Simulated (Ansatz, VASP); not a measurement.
# Pd (Pd wire along [111], 6 atoms a period): VASP beside Ansatz, part 2 of 2

Wanted: the spread between two codes on one cell, functional and k mesh. Of the first pair: The structure shown is the start of the Ansatz relaxation below; VASP solves that cell, so the two are compared at the walk's first step.

VASP 6.6.1 and Ansatz 0.2.0.

So far: Starting point; Ansatz: relaxation, PBE.

### 3. VASP: single point, PBE, start cell, pair 1

Level of this step: PBE, spin-polarised from a ferromagnetic start; plane waves and PAW (Pd) (VASP).

The same cell, functional, mesh and smearing now go to VASP, with its own data sets.

Lines of VASP's logs that name or quote its potential files are left out, and so is its time.

File INCAR:

```
SYSTEM = Pd
PREC = Accurate
ENCUT = 400
EDIFF = 1E-06
NELM = 200
ISMEAR = -1
SIGMA = 0.05
LREAL = .FALSE.
ALGO = Normal
GGA = PE
NBANDS = 41
ISPIN = 2
MAGMOM = 0.14 0.13 0.18 0.23 0.18 0.23
LASPH = .TRUE.
LMAXMIX = 4
LORBIT = 11
LWAVE = .FALSE.
LCHARG = .FALSE.
ISIF = 2
GGA_COMPAT = .FALSE.
KPAR = 2
```

File POSCAR:

```
Pd
1.0
    9.5860000000      0.0000000000      0.0000000000
    0.0000000000     10.0170000000      0.0000000000
    0.0000000000      0.0000000000      6.8242800000
Pd
6
Direct
    0.3546839140      0.4999998003      0.0000000000
    0.6453161903      0.4999998003      0.0000000000
    0.5000000000      0.4197113906      0.3333333333
    0.6453161903      0.6605766696      0.3333333333
    0.5000000000      0.5802882100      0.6666666667
    0.6453161903      0.3394229310      0.6666666667
```

File KPOINTS:

```
Automatic mesh
0
Gamma
1 1 12
0 0 0
```

Potentials, in the order of the species: Pd (PBE family, release 64).

Started as:

```
$ mpirun -np 2 vasp_std
```

Numbers of over 12 decimals in the logs are rounded to 6 here.

The program printed:

```text
[banner, memory and clock lines left out]
running    2 mpi-ranks, on    1 nodes
 distrk:  each k-point on    1 cores,    2 groups
 distr:  one band on    1 cores,    1 groups

 POSCAR found type information on POSCAR Pd
 POSCAR found :  1 types and       6 ions
 LDA part: xc-table for (Slater+PW92), standard interpolation
 POSCAR, INCAR and KPOINTS ok, starting setup
 FFT: planning ... GRIDC
 FFT: planning ... GRID_SOFT
 FFT: planning ... GRID
 WAVECAR not read
 entering main loop
       N       E                     dE             d eps       ncg     rms          rms(c)
DAV:   1     0.345917356327E+03    0.34592E+03   -0.17438E+04  1148   0.878E+02
DAV:   2     0.176463996573E+02   -0.32827E+03   -0.28970E+03  1575   0.172E+02
DAV:   3    -0.214314831057E+02   -0.39078E+02   -0.36216E+02  1396   0.619E+01
DAV:   4    -0.223319836867E+02   -0.90050E+00   -0.89240E+00  1203   0.102E+01
DAV:   5    -0.223570679160E+02   -0.25084E-01   -0.25058E-01  1423   0.182E+00    0.699E+00
DAV:   6    -0.212445014925E+02    0.11126E+01   -0.25049E+00  1210   0.839E+00    0.409E+00
DAV:   7    -0.213170210369E+02   -0.72520E-01   -0.20680E+00  1274   0.131E+01    0.561E+00
DAV:   8    -0.208784446966E+02    0.43858E+00   -0.19236E+00  1193   0.109E+01    0.146E+00
DAV:   9    -0.208501800269E+02    0.28265E-01   -0.12009E-01  1247   0.197E+00    0.959E-01
DAV:  10    -0.208519789236E+02   -0.17989E-02   -0.71780E-02  1251   0.217E+00    0.972E-01
DAV:  11    -0.208518418216E+02    0.13710E-03   -0.34929E-02  1198   0.178E+00    0.437E-01
DAV:  12    -0.208630349460E+02   -0.11193E-01   -0.17777E-02  1212   0.104E+00    0.455E-01
DAV:  13    -0.208682979145E+02   -0.52630E-02   -0.12367E-02  1241   0.893E-01    0.214E-01
DAV:  14    -0.208722690587E+02   -0.39711E-02   -0.48757E-03  1197   0.372E-01    0.140E-01
DAV:  15    -0.208740368738E+02   -0.17678E-02   -0.26471E-03  1197   0.334E-01    0.949E-02
DAV:  16    -0.208759249516E+02   -0.18881E-02   -0.76530E-04  1208   0.171E-01    0.596E-02
DAV:  17    -0.208783199795E+02   -0.23950E-02   -0.11951E-03  1177   0.188E-01    0.385E-02
DAV:  18    -0.208794893628E+02   -0.11694E-02   -0.30716E-04  1249   0.932E-02    0.176E-02
DAV:  19    -0.208802314848E+02   -0.74212E-03   -0.89368E-05  1278   0.400E-02    0.123E-02
DAV:  20    -0.208805236788E+02   -0.29219E-03   -0.18356E-05  1292   0.197E-02    0.826E-03
DAV:  21    -0.208806614199E+02   -0.13774E-03   -0.19310E-05  1197   0.178E-02    0.385E-03
DAV:  22    -0.208806901848E+02   -0.28765E-04   -0.55207E-06  1236   0.743E-03    0.239E-03
DAV:  23    -0.208806940896E+02   -0.39048E-05   -0.93702E-07   958   0.420E-03    0.131E-03
DAV:  24    -0.208806948276E+02   -0.73801E-06   -0.61919E-07   871   0.329E-03
   1 F= -.20880695E+02 E0= -.20838036E+02  d E =-.853170E-01  mag=     2.4357
```

Parts of OUTCAR (step 3):

```text
ion  position               nearest neighbor table
   1  0.355  0.500  0.000-   5 2.79   3 2.79   2 2.79
   2  0.645  0.500  0.000-   4 2.79   6 2.79   5 2.79   3 2.79   1 2.79
   3  0.500  0.420  0.333-   1 2.79   5 2.79   2 2.79   6 2.79   4 2.79
   4  0.645  0.661  0.333-   2 2.79   5 2.79   3 2.79
   5  0.500  0.580  0.667-   1 2.79   3 2.79   2 2.79   4 2.79   6 2.79
   6  0.645  0.339  0.667-   2 2.79   3 2.79   5 2.79

  LATTYP: Found a simple orthorhombic cell.
 ALAT       =     6.8242800000
 B/A-ratio  =     1.4046903117
 C/A-ratio  =     1.4678471575

 Subroutine GETGRP returns: Found  2 space group operations
 (whereof  2 operations were pure point group operations)

The static configuration has the point symmetry C_2 .

 Found      7 irreducible k-points:

   k-points           NKPTS =      7   k-points in BZ     NKDIM =      7   number of bands    NBANDS=     41

   dimension x,y,z NGX =    64 NGY =   70 NGZ =   48
   dimension x,y,z NGXF=   128 NGYF=  140 NGZF=   96

   ENCUT  =  400.0 eV  29.40 Ry    5.42 a.u.  15.63 16.34 11.13*2*pi/ulx,y,z

   NELECT =      60.0000    total number of electrons

 k-points in reciprocal lattice and weights: Automatic mesh
   0.00000000  0.00000000  0.00000000       0.083
   0.00000000  0.00000000  0.08333333       0.167
   0.00000000  0.00000000  0.16666667       0.167
   0.00000000  0.00000000  0.25000000       0.167
   0.00000000  0.00000000  0.33333333       0.167
   0.00000000  0.00000000  0.41666667       0.167
   0.00000000  0.00000000  0.50000000       0.083

 average (electrostatic) potential at core
       1 -81.5939       2 -82.0874       3 -82.0873       4 -81.5944       5 -82.0873
       6 -81.5945

 E-fermi :  -2.7416

 spin component 1
 k-point     1 :       0.0000    0.0000    0.0000
  band No.  band energies     occupation
    ...
     27      -3.1359      0.99962
     28      -3.1357      0.99962
     29      -3.0635      0.99840
     30      -3.0628      0.99838
     31      -2.9772      0.99111
     32      -1.7943      0.00000
     33      -1.7738      0.00000
     34      -0.8730      0.00000
     35      -0.8609      0.00000
     36       0.0645      0.00000
    ...

 k-point     2 :       0.0000    0.0000    0.0833
  band No.  band energies     occupation
    ...
     27      -3.1403      0.99966
     28      -3.1283      0.99956
     29      -3.0679      0.99854
     30      -3.0533      0.99804
     31      -2.9813      0.99180
     32      -1.8437      0.00000
     33      -1.7380      0.00000
     34      -1.2973      0.00000
     35      -0.3616      0.00000
     36       0.0676      0.00000
    ...

 k-point     3 :       0.0000    0.0000    0.1667
  band No.  band energies     occupation
    ...
     27      -3.1403      0.99966
     28      -3.1295      0.99957
     29      -3.0673      0.99852
     30      -3.0247      0.99654
     31      -2.9928      0.99347
     32      -2.0544      0.00000
     33      -1.6674      0.00000
     34      -1.4859      0.00000
     35       0.0602      0.00000
     36       0.1386      0.00000
    ...

 k-point     4 :       0.0000    0.0000    0.2500
  band No.  band energies     occupation
    ...
     27      -3.1453      0.99969
     28      -3.1378      0.99964
     29      -3.0657      0.99847
     30      -3.0087      0.99524
     31      -2.9691      0.98955
     32      -2.3826      0.00076
     33      -1.5632      0.00000
     34      -1.4441      0.00000
     35      -0.0233      0.00000
     36       0.5484      0.00000
    ...

 k-point     5 :       0.0000    0.0000    0.3333
  band No.  band energies     occupation
    ...
     27      -3.1411      0.99966
     28      -3.1318      0.99959
     29      -3.0837      0.99893
     30      -3.0182      0.99606
     31      -2.9091      0.96611
     32      -2.6637      0.17405
     33      -1.4338      0.00000
     34      -1.3068      0.00000
     35      -0.2589      0.00000
     36       0.5524      0.00000
    ...

 k-point     6 :       0.0000    0.0000    0.4167
  band No.  band energies     occupation
    ...
     28      -3.1230      0.99951
     29      -3.1170      0.99945
     30      -2.9930      0.99349
     31      -2.8667      0.92427
     32      -2.8397      0.87672
     33      -1.3109      0.00000
     34      -1.1079      0.00000
     35      -0.5622      0.00000
     36       0.2840      0.00000
     37       0.6528      0.00000
    ...

  Total       -6.2287635     -6.2325738    -10.8582346      0.0000000      0.0056373      0.0000000
  in kB      -15.2293190    -15.2386353    -26.5483704      0.0000000      0.0137832      0.0000000
  external PRESSURE =     -19.0054416 kB  Pullay stress =       0.0000000 kB

  energy-cutoff  :      400.00
  volume of cell :      655.29
      direct lattice vectors                 reciprocal lattice vectors
     9.586000000  0.000000000  0.000000000     0.104318798  0.000000000  0.000000000
     0.000000000 10.017000000  0.000000000     0.000000000  0.099830289  0.000000000
     0.000000000  0.000000000  6.824280000     0.000000000  0.000000000  0.146535605

 POSITION                                       TOTAL-FORCE (eV/Angst)
 -----------------------------------------------------------------------------------
      3.40000      5.00850      0.00000         1.459785      0.000000      0.000000
      6.18600      5.00850      0.00000        -1.226464      0.000000      0.000000
      4.79300      4.20425      2.27476         0.615153      1.066463     -0.001194
      6.18600      6.61700      2.27476        -0.731814     -1.269856     -0.000725
      4.79300      5.81275      4.54952         0.615153     -1.066463      0.001194
      6.18600      3.40000      4.54952        -0.731814      1.269856      0.000725
 -----------------------------------------------------------------------------------
    total drift:                               -0.000247      0.005730     -0.000002

  FREE ENERGIE OF THE ION-ELECTRON SYSTEM (eV)
  ---------------------------------------------------
  free  energy   TOTEN  =       -20.8806948276 eV

  energy  without entropy=      -20.7953778614  energy(sigma->0) =      -20.83803634

 total charge
# of ion       s       p       d       tot
------------------------------------------
    1        0.307   0.091   8.670   9.067
    2        0.402   0.174   8.519   9.095
    3        0.401   0.174   8.519   9.094
    4        0.307   0.091   8.670   9.068
    5        0.401   0.174   8.519   9.094
    6        0.307   0.091   8.670   9.068
--------------------------------------------------
tot          2.125   0.795  51.567  54.486

 magnetization (x)
# of ion       s       p       d       tot
------------------------------------------
    1       -0.008  -0.000   0.378   0.370
    2       -0.003  -0.004   0.446   0.439
    3       -0.003  -0.004   0.449   0.441
    4       -0.008   0.000   0.375   0.367
    5       -0.003  -0.004   0.449   0.441
    6       -0.008   0.000   0.375   0.367
--------------------------------------------------
tot         -0.034  -0.012   2.471   2.425

[... 6 further parts left out ...]
```

### 4. Comparison

Known differences besides the potentials themselves: VASP starts from the moments at which Ansatz ended; the data sets hold 108 valence electrons in Ansatz (on its default PAW (the set named soft_2) files) and 60 in VASP; the cutoff is 420 eV in Ansatz and 400 eV in VASP. Total energies have different zeros and are not compared.

Forces (eV/Å; atoms numbered as in POSCAR):

| atom | Ansatz x, y, z | VASP x, y, z |
| --- | --- | --- |
| Pd1 | 1.453, 0.000, 0.000 | 1.460, 0.000, 0.000 |
| Pd2 | -1.219, 0.000, 0.000 | -1.226, 0.000, 0.000 |
| Pd3 | 0.612, 1.061, -0.001 | 0.615, 1.066, -0.001 |
| Pd4 | -0.729, -1.264, -0.001 | -0.732, -1.270, -0.001 |
| Pd5 | 0.612, -1.061, 0.001 | 0.615, -1.066, 0.001 |
| Pd6 | -0.729, 1.264, 0.001 | -0.732, 1.270, 0.001 |

The forces differ by 3.9 meV/Å r.m.s., which is 0.5 % of the r.m.s. force of 0.780 eV/Å (both taken over all components). Moments aren't recorded for both runs of this pair, so they may hold unlike magnetic states.

### 5. Ansatz: relaxation, PBE

This run makes the geometry at which the two programs are then compared. The cell compared in this pair holds 596.58 Å³, against 655.29 Å³ for the pair before.

The structure compared here is the end of the Ansatz relaxation.

File input.yaml:

```yaml
crystal:
  lattice:
    - [9.586, 0.0, 0.0]
    - [0.0, 10.017, 0.0]
    - [0.0, 0.0, 6.8242801818]
  atoms:
    - { symbol: Pd, position: [0.354683914, 0.499999827, 0.0], spin: 0.48 }
    - { symbol: Pd, position: [0.645316161, 0.499999827, 0.0], spin: 0.48 }
    - { symbol: Pd, position: [0.500000037, 0.419711404, 0.333333333], spin: 0.48 }
    - { symbol: Pd, position: [0.645316161, 0.660576673, 0.333333333], spin: 0.48 }
    - { symbol: Pd, position: [0.500000037, 0.58028825, 0.666666667], spin: 0.48 }
    - { symbol: Pd, position: [0.645316161, 0.339422981, 0.666666667], spin: 0.48 }
magnetization:
  spin_polarized: true
kpoints:
  mp_grid: { grid: [1, 1, 12] }
scf:
  occupations: { method: fermi_dirac, width: 0.05 }
hamiltonian:
  xc: pbe
relax:
  cell: { fix: [a, b, alpha, beta, gamma] }
  max_steps: 60
```

Started as:

```
$ ansatz run input.yaml --threads 8 --pin off --max-ram 16384MiB --backend cpu --events-out ev --progress --plain --runs-dir out
```

The program printed:

```text
[...]
Crystal: 6 atoms, lattice volume = 655.288 Å³
Basis set: ecut = 420 eV, 12831 PW (Γ), exchange–correlation on 144×144×96 points (8 copies of the dense FFT grid, shifted against one another)
Bands: 67, of which v1, the nominal top of the filled ones, is band 54 counted from 1 (53 counted from 0)
Symmetry: 2 space group operations
[...]
- [0.0, 10.017, 0]
    - [0.0, 0, 6.212853]
  atoms:
    - { symbol: Pd, position: [0.352407, 0.499999827, 1.469586509979087e-19] }
    - { symbol: Pd, position: [0.620729, 0.499999827, 1.469586509979087e-19] }
    - { symbol: Pd, position: [0.479603, 0.417061, 0.339703] }
    - { symbol: Pd, position: [0.679145, 0.601986, 0.370027] }
    - { symbol: Pd, position: [0.479603, 0.582938, 0.660297] }
    - { symbol: Pd, position: [0.679145, 0.398014, 0.629973] }
[key lines of the parts left out:]
SCF converged after 10 iterations
Magnetization: 1.1555 μB (54.5777 up, 53.4223 down)
Free energy (F): -41827.873335 eV
Fermi energy:    -0.887526 eV
P = ⅓ Tr σ = -0.0102 GPa (-0.102 kbar)
```

### 6. VASP: single point, PBE, relaxed cell, pair 2

The same cell, functional, mesh and smearing now go to VASP, with its own data sets.

Edit INCAR of step 3 so:

```diff
@@ -2,3 +2,3 @@
 PREC = Accurate
-ENCUT = 400
+ENCUT = 500
 EDIFF = 1E-06
```

File POSCAR:

```
Pd
1.0
    9.5860000000      0.0000000000      0.0000000000
    0.0000000000     10.0170000000      0.0000000000
    0.0000000000      0.0000000000      6.2128532732
Pd
6
Direct
    0.3524068239      0.4999998270      0.0000000000
    0.6207288173      0.4999998270      0.0000000000
    0.4796031470      0.4170612808      0.3397032146
    0.6791452679      0.6019858940      0.3700268523
    0.4796031470      0.5829383732      0.6602967854
    0.6791452679      0.3980137600      0.6299731477
```

KPOINTS is that of step 3.

Started as:

```
$ mpirun -np 2 vasp_std
```

The program printed:

```text
[... set-up lines as in an earlier step ...]
 entering main loop
       N       E                     dE             d eps       ncg     rms          rms(c)
DAV:   1     0.364293653744E+03    0.36429E+03   -0.20266E+04  1148   0.106E+03
DAV:   2     0.124853436392E+02   -0.35181E+03   -0.31399E+03  1495   0.198E+02
DAV:   3    -0.230340665842E+02   -0.35519E+02   -0.32982E+02  1413   0.634E+01
DAV:   4    -0.238450594614E+02   -0.81099E+00   -0.80513E+00  1222   0.103E+01
[...]
DAV:  20    -0.220989911525E+02   -0.81855E-04   -0.12206E-05  1184   0.120E-02    0.473E-03
DAV:  21    -0.220990042581E+02   -0.13106E-04   -0.31560E-06  1102   0.846E-03    0.243E-03
DAV:  22    -0.220990049837E+02   -0.72553E-06   -0.11229E-06   948   0.500E-03
   1 F= -.22099005E+02 E0= -.22045402E+02  d E =-.107206E+00  mag=     1.1623
```

Parts of OUTCAR (step 6):

```text
  Total       -0.2466505     -0.1680220     -0.2137705      0.0000000     -0.0026364      0.0000000
  in kB       -0.6624094     -0.4512429     -0.5741061      0.0000000     -0.0070803      0.0000000
  external PRESSURE =      -0.5625861 kB  Pullay stress =       0.0000000 kB

 POSITION                                       TOTAL-FORCE (eV/Angst)
 -----------------------------------------------------------------------------------
      3.37817      5.00850      0.00000         0.024041      0.000000      0.000000
      5.95031      5.00850      0.00000        -0.020014      0.000000      0.000000
      4.59748      4.17770      2.11053         0.013101      0.023159      0.001586
      6.51029      6.03009      2.29892        -0.015114     -0.027181      0.000101
      4.59748      5.83929      4.10233         0.013101     -0.023159     -0.001586
      6.51029      3.98690      3.91393        -0.015114      0.027181     -0.000101
 -----------------------------------------------------------------------------------
    total drift:                               -0.000958      0.005536      0.000105

  FREE ENERGIE OF THE ION-ELECTRON SYSTEM (eV)
  ---------------------------------------------------
  free  energy   TOTEN  =       -22.0990049837 eV

  energy  without entropy=      -21.9917986377  energy(sigma->0) =      -22.04540181

 magnetization (x)
# of ion       s       p       d       tot
------------------------------------------
    1       -0.004   0.003   0.145   0.145
    2       -0.003  -0.005   0.140   0.133
    3       -0.000  -0.001   0.190   0.188
    4       -0.002   0.001   0.239   0.238
    5       -0.000  -0.001   0.190   0.188
    6       -0.002   0.001   0.239   0.238
--------------------------------------------------
tot         -0.010  -0.003   1.143   1.130

[... 1 part as in an earlier step ...]

[... 2 further parts left out ...]
[key lines of the parts left out:]
E-fermi :  -2.3774
```

### 7. Differences

What differs besides the data sets and the points named for the pairs above, as far as they apply: the data sets hold 108 valence electrons in Ansatz (on its default PAW (the set named soft_2) files) and 60 in VASP; the cutoff is 420 eV in Ansatz and 500 eV in VASP; Ansatz's pressure holds a Pulay correction, VASP's none; site moments are counted in spheres of each program's own size. Total energies have different zeros and are not compared.

The two programs side by side:

| quantity | Ansatz | VASP | difference |
| --- | --- | --- | --- |
| pressure (GPa) | -0.01 | -0.06 | +0.05 |
| total moment (μB) | 1.16 | 1.16 | -0.01 |
| moment on Pd4 (μB) | 0.23 | 0.24 | -0.01 |
| moment on Pd6 (μB) | 0.23 | 0.24 | -0.01 |
| moment on Pd5 (μB) | 0.18 | 0.19 | 0.00 |
| moment on Pd3 (μB) | 0.18 | 0.19 | 0.00 |
| moment on Pd1 (μB) | 0.14 | 0.14 | 0.00 |
| moment on Pd2 (μB) | 0.13 | 0.13 | 0.00 |

At this near-relaxed geometry the largest component of a force difference is 28 meV/Å.

### 8. What the set-up changes

Further runs change the set-up of one program: Ansatz's method, potentials or start, or VASP's data sets, cutoff or form of LDA. The table gives Ansatz less VASP for each quantity, since a change that brings one quantity closer may part another.

| run | r.m.s. force difference (meV/Å) | pressure (GPa) | total moment (μB) |
| --- | --- | --- | --- |
| as above | 17 | 0.046 | -0.0068 |
| VASP with the data sets Pd_sv_GW and a cutoff of 540 eV | 3.9 | 0.43 | -0.025 |

### 9. What came out

```json
{"r.m.s. force difference (single point, PBE, start cell, pair 1)": "0.49 % of the r.m.s. force", "r.m.s. force difference (single point, PBE, relaxed cell, pair 2)": "17 meV/Å"}
```

In words: The r.m.s. force difference is 17 meV/Å (single point, PBE, relaxed cell, pair 2), beyond the 12 meV/Å picked in this series as the mark of a large difference. The data sets hold unlike numbers of valence electrons (108 in Ansatz and 60 in VASP), so part of the differences comes from the potentials. Single point, PBE, relaxed cell, pair 2, VASP with the data sets Pd_sv_GW and a cutoff of 540 eV: r.m.s. force difference goes from 17 to 3.9 meV/Å; the difference in pressure goes from 0.046 to 0.43 GPa; the difference in total moment goes from -0.0068 to -0.025 μB. How closely two codes agree says nothing of how well the functional describes the real material.

[Lines on the potential files, build, host, timing and source positions are cut from VASP's logs without a mark.]

[Logs are printed without paths, hosts, clocks, repeated set-up lines and the standing remarks that a program may print on its own settings, such as how far it seeks lower states.]

[Hosts, paths, dates, database ids (printed as entryN), source tags and the programs' standing remarks are cut or masked in the printed files.]
